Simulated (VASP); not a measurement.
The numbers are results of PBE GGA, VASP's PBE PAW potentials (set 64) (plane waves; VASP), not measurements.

The input files of a VASP run:

**INCAR**
```
# general
SYSTEM   =  ZnS
PREC     =  Accurate
ENCUT    =  520
LREAL    =  .FALSE.
LASPH    =  .TRUE.
ICHARG   =  11

# electronic loop
EDIFF    =  1E-6
NELM     =  100
ALGO     =  Normal
LMAXMIX  =  4

# smearing
ISMEAR   =  0
SIGMA    =  0.05

# functional
GGA      =  PE

# output
LWAVE    =  .FALSE.
LCHARG   =  .FALSE.
```

POSCAR:
```
ZnS
3.8518270
  0.0000000000   0.7071068347   0.7071068347
  0.7071068347   0.0000000000   0.7071068347
  0.7071068347   0.7071068347   0.0000000000
Zn S
1 1
Cart
  0.0000000000   0.0000000000   0.0000000000
  0.3535534173   0.3535534173   0.3535534173
```

### KPOINTS
```
k-points along high-symmetry lines
15
Line-mode
Reciprocal
  0.000000   0.000000   0.000000 ! GAMMA
 -0.500000  -0.500000   0.000000 ! X

 -0.500000  -0.500000   0.000000 ! X
 -0.375000  -0.375000   0.250000 ! U

 -0.375000   0.000000   0.375000 ! K
  0.000000   0.000000   0.000000 ! GAMMA

  0.000000   0.000000   0.000000 ! GAMMA
  0.000000   0.000000   0.500000 ! L

  0.000000   0.000000   0.500000 ! L
 -0.500000  -0.250000   0.250000 ! W

 -0.500000  -0.250000   0.250000 ! W
 -0.500000  -0.500000   0.000000 ! X
```

POTCAR, in this order: Zn S (PBE.64 set). Program: vasp_std. Read from the step before: CHGCAR.

The run wrote:

OUTCAR:
```
 ion  position               nearest neighbor table
   1  0.000  0.000  0.000-   2 2.36   2 2.36   2 2.36   2 2.36
   2  0.250  0.250  0.250-   1 2.36   1 2.36   1 2.36   1 2.36
  LATTYP: Found a face centered cubic cell.
 ALAT       =     5.4473063952
 Subroutine PRICEL returns:
 Original cell was already a primitive cell.
 Subroutine GETGRP returns: Found 24 space group operations
The static configuration has the point symmetry T_d .
The dynamic configuration has the point symmetry T_d .
 Subroutine INISYM returns: Found 24 space group operations
   k-points           NKPTS =     90   k-points in BZ     NKDIM =     90   number of bands    NBANDS=     13
   number of dos      NEDOS =    301   number of ions     NIONS =      2
   total plane-waves  NPLWV =  27000
   dimension x,y,z NGX =    30 NGY =   30 NGZ =   30
   dimension x,y,z NGXF=    60 NGYF=   60 NGZF=   60
   ions per type =               1   1
   PREC   = accura    normal or accurate (medium, high low for compatibility)
   ISTART =      0    job   : 0-new  1-cont  2-samecut
   ICHARG =     11    charge: 1-file 2-atom 10-const
   ISPIN  =      1    spin polarized calculation?
   LNONCOLLINEAR =      F non collinear calculations
   LSORBIT =      F    spin-orbit coupling
   INIWAV =      1    electr: 0-lowe 1-rand  2-diag
   ENCUT  =  520.0 eV  38.22 Ry    6.18 a.u.   7.16  7.16  7.16*2*pi/ulx,y,z
   NELM   =    100;   NELMIN=  2; NELMDL= -5     # of ELM steps
   EDIFF  = 0.1E-05   stopping-criterion for ELM
   LREAL  =      F    real-space projection
   NLSPLINE    = F    spline interpolate recip. space projectors
   LMAXMIX     =    4 max onsite mixed and CHGCAR
   VOSKOWN=      0    Vosko Wilk Nusair interpolation
   EDIFFG = 0.1E-04   stopping-criterion for IOM
   NSW    =      0    number of steps for IOM
   NBLOCK =      1;   KBLOCK =      1    inner block; outer block
   IBRION =     -1    ionic relax: 0-MD 1-quasi-New 2-CG
   NFREE  =      0    steps in history (QN), initial steepest desc. (CG)
   ISIF   =      2    stress and relaxation
   ISYM   =      2    0-nonsym 1-usesym 2-fastsym
   TEIN   =    0.0    initial temperature
   TEBEG  =    0.0;   TEEND  =   0.0 temperature during run
...
```

**OSZICAR**
```
       N       E                     dE             d eps       ncg     rms          rms(c)
DAV:   1     0.886008947963E+02    0.88601E+02   -0.93414E+03  2340   0.166E+03
DAV:   2     0.142133538089E+00   -0.88459E+02   -0.83979E+02  2558   0.290E+02
DAV:   3    -0.583375184425E+01   -0.59759E+01   -0.58527E+01  2865   0.733E+01
DAV:   4    -0.590643949198E+01   -0.72688E-01   -0.72645E-01  2700   0.835E+00
DAV:   5    -0.590743752887E+01   -0.99804E-03   -0.99801E-03  2815   0.952E-01
DAV:   6    -0.590745922858E+01   -0.21700E-04   -0.21700E-04  2750   0.141E-01
DAV:   7    -0.590745981783E+01   -0.58925E-06   -0.58921E-06  2845   0.223E-02
   1 F= -.59074598E+01 E0= -.59074598E+01  d E =-.126300E-12
```

### OUTCAR
```
 val. band max:        1.8865529586   @ k =   0.0000   0.0000   0.0000

 cond. band min:       3.8967715734   @ k =   0.0000   0.0000   0.0000



 k-point     1 :       0.0000    0.0000    0.0000
  band No.  band energies     occupation
      1     -11.0897      2.00000
      2      -4.3600      2.00000
      3      -4.3600      2.00000
      4      -4.3600      2.00000
      5      -3.8898      2.00000
      6      -3.8898      2.00000
      7       1.8866      2.00000
      8       1.8866      2.00000
      9       1.8866      2.00000
     10       3.8968      0.00000
     11       8.2982      0.00000
     12       8.2982      0.00000
     13       8.2982      0.00000

 k-point     2 :      -0.0357   -0.0357    0.0000
  band No.  band energies     occupation
      1     -11.0772      2.00000
      2      -4.3616      2.00000
      3      -4.3569      2.00000
      4      -4.3569      2.00000
      5      -3.8912      2.00000
      6      -3.8889      2.00000
      7       1.7535      2.00000
      8       1.8510      2.00000
      9       1.8510      2.00000
     10       4.0420      0.00000
     11       8.2267      0.00000
     12       8.3515      0.00000
     13       8.3515      0.00000

 k-point     3 :      -0.0714   -0.0714    0.0000
  band No.  band energies     occupation
      1     -11.0400      2.00000
      2      -4.3660      2.00000
      3      -4.3477      2.00000
      4      -4.3477      2.00000
      5      -3.8952      2.00000
      6      -3.8863      2.00000
      7       1.4332      2.00000
      8       1.7486      2.00000
      9       1.7486      2.00000
     10       4.3959      0.00000
     11       8.0307      0.00000
     12       8.5071      0.00000
     13       8.5071      0.00000

 k-point     4 :      -0.1071   -0.1071    0.0000
  band No.  band energies     occupation
      1     -10.9792      2.00000
      2      -4.3726      2.00000
      3      -4.3325      2.00000
      4      -4.3325      2.00000
...
```

The density is held fixed in this step, so its total energy and stress have no physical meaning.

The compound is ZnS in the zinc blende structure. It was relaxed first.
